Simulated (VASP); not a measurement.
Given:

```
CuI
1.0
    0.00000     2.99414     2.99414
    2.99414     0.00000     2.99414
    2.99414     2.99414     0.00000
Cu I
1 1
Direct
  0.00000   0.00000   0.00000
  0.25000   0.25000   0.25000
```

Method: r2SCAN+rVV10, VASP's PBE PAW potentials (set 64) (plane waves; VASP). Run with 520 eV cut-off, 8×8×8 Γ-centred mesh, Gaussian smearing of 0.050 eV, potentials Cu I.

Question: Give the energy at these volumes per atom, relative to the lowest: 25.19, 25.99, 26.79, 27.60, 28.40 Å³.

Answer: 17.0, 4.2, 0.0, 2.9, 11.8 meV/atom. A third-order Birch-Murnaghan fit gives B0 = 46.9 GPa and B0′ = 5.0.

The compound is CuI in the zinc blende structure. It was relaxed first.
